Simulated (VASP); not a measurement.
# Sb2Te3O2 (P-4m2) in VASP: single point with r2SCAN

Aim: the single point of Sb2Te3O2 with r2SCAN.

Everything below comes from runs of VASP 6.6.1. Logs are shortened: lines on timing, memory, paths and dates and some standing lists are left out, and cuts for length are marked.

### Step 1. Starting point

The structure is tetragonal, space group P-4m2 (No. 115). The conventional cell has a = 3.811 Å, b = 3.811 Å, c = 11.390 Å, α = 90.00°, β = 90.00°, γ = 90.00°. Sb (site symmetry 2mm) has 4 O at 2.28 Å as nearest neighbours. Around Te (site symmetry 2mm) lie 2 Te at 3.13 Å and 4 Sb at 3.33 Å. Te (site symmetry -4m2) has 4 Te at 3.13 Å as nearest neighbours. Around O (site symmetry -4m2) lie 4 Sb at 2.28 Å. O (site symmetry -4m2) has 4 Sb at 2.28 Å as nearest neighbours.

The cell was built by a generator and needn't be a form met in nature.

### Step 2. Single point, r2SCAN

INCAR reads:

```
SYSTEM = Sb2Te3O2
PREC = Accurate ; ENCUT = 520
EDIFF = 1E-6 ; ISMEAR = 0
SIGMA = 0.1 ; LREAL = .False.
LASPH = .True. ; NELM = 150
ALGO = Normal ; ISIF = 2
LWAVE = .False. ; LCHARG = .False.
METAGGA = R2SCAN ; LMIXTAU = .True.
KPAR = 4
```

KPOINTS reads:

```
regular mesh
0
Gamma
  8 8 4
  0 0 0
```

POSCAR reads:

```
Sb2Te3O2
1.0
    3.8114500000      0.0000000000      0.0000000000
    0.0000000000      3.8114500000      0.0000000000
    0.0000000000      0.0000000000     11.3900400000
Sb Te O
2 3 2
Direct
    0.0000000000      0.5000000000      0.8897280000
    0.5000000000      0.0000000000      0.1102720000
    0.0000000000      0.5000000000      0.2825120000
    0.5000000000      0.5000000000      0.5000000000
    0.5000000000      0.0000000000      0.7174880000
    0.5000000000      0.5000000000      0.0000000000
    0.0000000000      0.0000000000      0.0000000000
```

Potentials or basis: VASP PAW PBE potentials, release 64 (Sb, Te, O).

On the command line:

```bash
$ cat potpaw_PBE.64/Sb/POTCAR potpaw_PBE.64/Te/POTCAR potpaw_PBE.64/O/POTCAR > POTCAR
$ mpirun -np 4 vasp_std > vasp.out
```

OUTCAR:

```text
SYSTEM = Sb2Te3O2
   PREC = Accurate
   ENCUT = 520
   EDIFF = 1E-6
   ISMEAR = 0
   LREAL = .False.
   LASPH = .True.
   NELM = 150
   ISIF = 2
   METAGGA = R2SCAN

 ion  position               nearest neighbor table
   1  0.000  0.500  0.890-   6 2.28   7 2.28   7 2.28   6 2.28   5 3.33   5 3.33   5 3.33   5 3.33
                             2 3.68   2 3.68   2 3.68   2 3.68
   2  0.500  0.000  0.110-   6 2.28   7 2.28   6 2.28   7 2.28   3 3.33   3 3.33   3 3.33   3 3.33
                             1 3.68   1 3.68   1 3.68   1 3.68
   3  0.000  0.500  0.283-   4 3.13   4 3.13   2 3.33   2 3.33   2 3.33   2 3.33
   4  0.500  0.500  0.500-   3 3.13   5 3.13   5 3.13   3 3.13
   5  0.500  0.000  0.717-   4 3.13   4 3.13   1 3.33   1 3.33   1 3.33   1 3.33
   6  0.500  0.500  0.000-   1 2.28   2 2.28   2 2.28   1 2.28
   7  0.000  0.000  0.000-   1 2.28   2 2.28   1 2.28   2 2.28

  LATTYP: Found a simple tetragonal cell.
 ALAT       =     3.8114500000
 C/A-ratio  =     2.9883745031

  Lattice vectors:

 A1 = (   3.8114500000,   0.0000000000,   0.0000000000)
 A2 = (   0.0000000000,   3.8114500000,   0.0000000000)
 A3 = (   0.0000000000,   0.0000000000,  11.3900400000)

Analysis of symmetry for initial positions (statically):
=====================================================================
 Subroutine PRICEL returns:
 Original cell was already a primitive cell.

 Routine SETGRP: Setting up the symmetry group for a
 simple tetragonal supercell.

 Subroutine GETGRP returns: Found  8 space group operations
 (whereof  8 operations were pure point group operations)
 out of a pool of 16 trial point group operations.

The static configuration has the point symmetry D_2d.

Analysis of symmetry for dynamics (positions and initial velocities):
=====================================================================
 Subroutine PRICEL returns:
 Original cell was already a primitive cell.

 Routine SETGRP: Setting up the symmetry group for a
 simple tetragonal supercell.

 Subroutine GETGRP returns: Found  8 space group operations
 (whereof  8 operations were pure point group operations)
 out of a pool of 16 trial point group operations.

The dynamic configuration has the point symmetry D_2d.

 Subroutine INISYM returns: Found  8 space group operations
 (whereof  8 operations are pure point group operations),
 and found     1 'primitive' translations

----------------------------------------------------------------------------------------

                                     Primitive cell

  volume of cell :     165.4648

  direct lattice vectors                    reciprocal lattice vectors
     3.811450000  0.000000000  0.000000000     0.262367341  0.000000000  0.000000000
     0.000000000  3.811450000  0.000000000     0.000000000  0.262367341  0.000000000
     0.000000000  0.000000000 11.390040000     0.000000000  0.000000000  0.087796004

  length of vectors
     3.811450000  3.811450000 11.390040000     0.262367341  0.262367341  0.087796004

  position of ions in fractional coordinates (direct lattice)
     0.000000000  0.500000000  0.889728000
     0.500000000  0.000000000  0.110272000
     0.000000000  0.500000000  0.282512000
     0.500000000  0.500000000  0.500000000
     0.500000000  0.000000000  0.717488000
     0.500000000  0.500000000  0.000000000
     0.000000000  0.000000000  0.000000000

  ion indices of the primitive-cell ions
   primitive index   ion index
                 1           1
                 2           2
                 3           3
                 4           4
                 5           5
                 6           6
                 7           7

----------------------------------------------------------------------------------------

 KPOINTS: regular mesh

Automatic generation of k-mesh.
 Grid dimensions read from file:
 generate k-points for:    8    8    4

 Generating k-lattice:

  Cartesian coordinates                     Fractional coordinates (reciprocal lattice)
     0.032795918  0.000000000  0.000000000     0.125000000  0.000000000  0.000000000
     0.000000000  0.032795918  0.000000000     0.000000000  0.125000000  0.000000000
     0.000000000  0.000000000  0.021949001     0.000000000  0.000000000  0.250000000

  Length of vectors
     0.032795918  0.032795918  0.021949001

  Shift w.r.t. Gamma in fractional coordinates (k-lattice)
     0.000000000  0.000000000  0.000000000

 Subroutine IBZKPT returns following result:
 ===========================================

 Found     45 irreducible k-points:

 Following reciprocal coordinates:
            Coordinates               Weight
  0.000000  0.000000  0.000000      1.000000
  0.125000  0.000000  0.000000      4.000000
  0.250000  0.000000  0.000000      4.000000
  0.375000  0.000000  0.000000      4.000000
  0.500000  0.000000  0.000000      2.000000
  0.125000  0.125000  0.000000      4.000000
[... 16 lines left out ...]
  0.375000  0.125000  0.250000     16.000000
  0.500000  0.125000  0.250000      8.000000
 [... further k-points ...]
   k-points           NKPTS =     45   k-points in BZ     NKDIM =     45   number of bands    NBANDS=     24
   number of dos      NEDOS =    301   number of ions     NIONS =      7
   total plane-waves  NPLWV =  70560
   dimension x,y,z NGX =    28 NGY =   28 NGZ =   90
   dimension x,y,z NGXF=    56 NGYF=   56 NGZF=  180
   ions per type =               2   3   2
   NGX,Y,Z   is equivalent  to a cutoff of  12.21, 12.21, 13.14 a.u.
   NGXF,Y,Z  is equivalent  to a cutoff of  24.43, 24.43, 26.27 a.u.
 SYSTEM =  Sb2Te3O2
   PREC   = accura    normal or accurate (medium, high low for compatibility)
   ISTART =      0    job   : 0-new  1-cont  2-samecut
   ICHARG =      2    charge: 1-file 2-atom 10-const
   ISPIN  =      1    spin polarized calculation?
   LNONCOLLINEAR =      F non collinear calculations
   LSORBIT =      F    spin-orbit coupling
   LASPH  =      T    aspherical Exc in radial PAW
   ENCUT  =  520.0 eV  38.22 Ry    6.18 a.u.   7.09  7.09 21.18*2*pi/ulx,y,z
   NELM   =    150;   NELMIN=  2; NELMDL= -5     # of ELM steps
   EDIFF  = 0.1E-05   stopping-criterion for ELM
   LREAL  =      F    real-space projection
   EDIFFG = 0.1E-04   stopping-criterion for IOM
   NSW    =      0    number of steps for IOM
   IBRION =     -1    ionic relax: 0-MD 1-quasi-New 2-CG
   NFREE  =      0    steps in history (QN), initial steepest desc. (CG)
   ISIF   =      2    stress and relaxation
   ISYM   =      2    0-nonsym 1-usesym 2-fastsym
   POTIM  = 0.5000    time-step for ionic-motion
   TEBEG  =    0.0;   TEEND  =   0.0 temperature during run
   PSTRESS=    0.0 pullay stress
   NELECT =      40.0000    total number of electrons
   NUPDOWN=      -1.0000    fix difference up-down
   EMIN   =  10.00;   EMAX   =-10.00  energy-range for DOS
   EFERMI =   0.00;   METHOD = LEGACY
   ISMEAR =     0;   SIGMA  =   0.10  broadening in eV -4-tet -1-fermi 0-gaus
   EFERMI_NEDOS =   21; number of points for ismear=-14 and -15
   IALGO  =     38    algorithm
   IMIX   =      4    mixing-type and parameters
     AMIX     =   0.40;   BMIX     =  1.00
     AMIX_MAG =   1.60;   BMIX_MAG =  1.00
  volume/ion in A,a.u.               =      23.64       159.52
  Fermi-wavevector in a.u.,A,eV,Ry     =   1.019826  1.927192 14.150684  1.040046
  Thomas-Fermi vector in A             =   2.153362
   LORBIT       =      0    0 simple, 1 ext, 2 COOP (PROOUT), +10 PAW based schemes
   METAGGA = R2SCAN    functional components
   LHFCALC =     F    Hartree Fock is set to
   AEXX    =    0.0000 exact exchange contribution
   IVDW    =     0    specifies the selected vdW correction
   LEPSILON=     F    determine dielectric tensor
   LRPA    =     F    only Hartree local field effects (RPA)
 non-spin polarized calculation
 Gauss-broadening in eV      SIGMA  =   0.10
  energy-cutoff  :      520.00
  volume of cell :      165.46
 maximum number of plane-waves:      4482
   NGX = 15   NGY = 15   NGZ = 43

 number of electron      39.9999991 magnetization

 Free energy of the ion-electron system (eV)
  ---------------------------------------------------
  ext. energy  EPLUGINS =         0.00000000
  ---------------------------------------------------
  free energy    TOTEN  =      -142.51539949 eV

  energy without entropy =     -142.50019121  energy(sigma->0) =     -142.50779535

 E-fermi :   6.7516     XC(G=0): -10.2221

 val. band max:        6.7457075785   @ k =   0.2500   0.2500   0.5000
 cond. band min:       6.7649087218   @ k =   0.2500   0.1250   0.0000
 fundamental gap:      0.0192011433
 Fermi energy:         6.7515628522

 k-point     1 :       0.0000    0.0000    0.0000
  band No.  band energies     occupation
      1     -15.1037      2.00000
      2     -12.9594      2.00000
      3      -6.5216      2.00000
      4      -6.0459      2.00000
      5      -4.1908      2.00000
      6      -3.3156      2.00000
[... 16 lines left out ...]
     23       7.9208      0.00000
     24       9.5988      0.00000

 k-point     2 :       0.1250    0.0000    0.0000
  band No.  band energies     occupation
      1     -15.0220      2.00000
      2     -13.0326      2.00000
      3      -6.4092      2.00000
      4      -5.9158      2.00000
      5      -4.1119      2.00000
      6      -3.3457      2.00000
[... 16 lines left out ...]
     23       8.5851      0.00000
     24       9.5175      0.00000

 k-point     3 :       0.2500    0.0000    0.0000
  band No.  band energies     occupation
      1     -14.7872      2.00000
      2     -13.2496      2.00000
      3      -6.1024      2.00000
      4      -5.5331      2.00000
      5      -3.9276      2.00000
      6      -3.4102      2.00000
[... 16 lines left out ...]
     23       9.3503      0.00000
     24       9.7225      0.00000

 k-point     4 :       0.3750    0.0000    0.0000
  band No.  band energies     occupation
      1     -14.4318      2.00000
      2     -13.5912      2.00000
      3      -5.7175      2.00000
      4      -4.9463      2.00000
      5      -3.8157      2.00000
      6      -3.3984      2.00000
[... 16 lines left out ...]
     23       9.6810      0.00000
     24       9.9988      0.00000

 k-point     5 :       0.5000    0.0000    0.0000
  band No.  band energies     occupation
      1     -14.0293      2.00000
      2     -13.9890      2.00000
      3      -5.5169      2.00000
      4      -4.5162      2.00000
      5      -3.7356      2.00000
      6      -3.3799      2.00000
[... 16 lines left out ...]
     23       9.7395      0.00000
     24       9.7396      0.00000

 k-point     6 :       0.1250    0.1250    0.0000
  band No.  band energies     occupation
      1     -14.9430      2.00000
      2     -13.0957      2.00000
      3      -6.2960      2.00000
      4      -5.7894      2.00000
      5      -4.0362      2.00000
      6      -3.3945      2.00000
[... 16 lines left out ...]
     23       8.8221      0.00000
     24       9.6956      0.00000
[... 379 lines left out ...]
 k-point    21 :       0.1250    0.1250    0.2500
  band No.  band energies     occupation
      1     -14.9430      2.00000
      2     -13.0956      2.00000
      3      -6.3618      2.00000
      4      -5.6141      2.00000
      5      -4.4141      2.00000
      6      -3.0142      2.00000
[... 16 lines left out ...]
     23       8.9997      0.00000
     24       9.6826      0.00000

 k-point    22 :       0.2500    0.1250    0.2500
  band No.  band energies     occupation
      1     -14.7170      2.00000
      2     -13.2856      2.00000
      3      -6.0348      2.00000
      4      -5.2751      2.00000
      5      -4.2105      2.00000
      6      -3.1879      2.00000
[... 16 lines left out ...]
     23       9.1862      0.00000
     24       9.7225      0.00000

 k-point    23 :       0.3750    0.1250    0.2500
  band No.  band energies     occupation
      1     -14.3775      2.00000
      2     -13.5929      2.00000
      3      -5.6155      2.00000
      4      -4.7778      2.00000
      5      -3.9464      2.00000
      6      -3.3889      2.00000
[... 16 lines left out ...]
     23       9.2066      0.00000
     24       9.7220      0.00000

 k-point    24 :       0.5000    0.1250    0.2500
  band No.  band energies     occupation
      1     -13.9994      2.00000
      2     -13.9589      2.00000
      3      -5.3952      2.00000
      4      -4.4265      2.00000
      5      -3.6625      2.00000
      6      -3.4909      2.00000
[... 16 lines left out ...]
     23       9.1938      0.00000
     24       9.3685      0.00000

 [... further k-points ...]

------------------------ aborting loop because EDIFF is reached ----------------------------------------

  FORCE on cell =-STRESS in cart. coord.  units (eV):
  Direction    XX          YY          ZZ          XY          YZ          ZX
  --------------------------------------------------------------------------------------
  -------------------------------------------------------------------------------------
  Total       -1.8966358     -1.8966358     -1.8394261      0.0000000      0.0000000      0.0000000
  in kB      -18.3649107    -18.3649107    -17.8109557      0.0000000      0.0000000      0.0000000
  external PRESSURE =     -18.1802590 kB  Pullay stress =       0.0000000 kB

 VOLUME and BASIS-vectors are now :
 -----------------------------------------------------------------------------
  energy-cutoff  :      520.00
  volume of cell :      165.46
      direct lattice vectors                 reciprocal lattice vectors
     3.811450000  0.000000000  0.000000000     0.262367341  0.000000000  0.000000000
     0.000000000  3.811450000  0.000000000     0.000000000  0.262367341  0.000000000
     0.000000000  0.000000000 11.390040000     0.000000000  0.000000000  0.087796004

 POSITION                                       TOTAL-FORCE (eV/Angst)
 -----------------------------------------------------------------------------------
      0.00000      1.90572     10.13404        -0.000000      0.000000      0.322155
      1.90572      0.00000      1.25600        -0.000000      0.000000     -0.322155
      0.00000      1.90572      3.21782        -0.000000      0.000000     -0.087129
      1.90572      1.90572      5.69502        -0.000000      0.000000      0.000000
      1.90572      0.00000      8.17222        -0.000000      0.000000      0.087129
      1.90572      1.90572      0.00000         0.000000     -0.000000      0.000000
      0.00000      0.00000      0.00000        -0.000000      0.000000      0.000000
 -----------------------------------------------------------------------------------
    total drift:                                0.000000      0.000000     -0.000000

  FREE ENERGIE OF THE ION-ELECTRON SYSTEM (eV)
  ---------------------------------------------------
  free  energy   TOTEN  =      -142.5153994850 eV

  energy  without entropy=     -142.5001912077  energy(sigma->0) =     -142.50779535
```

It took 3 min on 4 MPI ranks of AMD EPYC 9R45 (Zen 5), shared host; peak memory 0.38 GiB.

Results:

| Property | Result |
| --- | --- |
| Free energy | -142.5154 eV |
| Pressure | -1.8 GPa |
| Largest force | 0.322 eV/Å |
| Band gap on the k mesh | none (metal or under the smearing width) |

Forces on the atoms (eV/Å):
```
Sb   0.000  0.000  0.322
Sb   0.000  0.000 -0.322
Te   0.000  0.000 -0.087
Te   0.000  0.000  0.000
Te   0.000  0.000  0.087
O    0.000  0.000  0.000
O    0.000  0.000  0.000
```

Caveat: the PAW data sets were made with another functional, which shifts forces and pressure a little. Spin-orbit coupling is left out, which matters for the levels of Sb, Te.
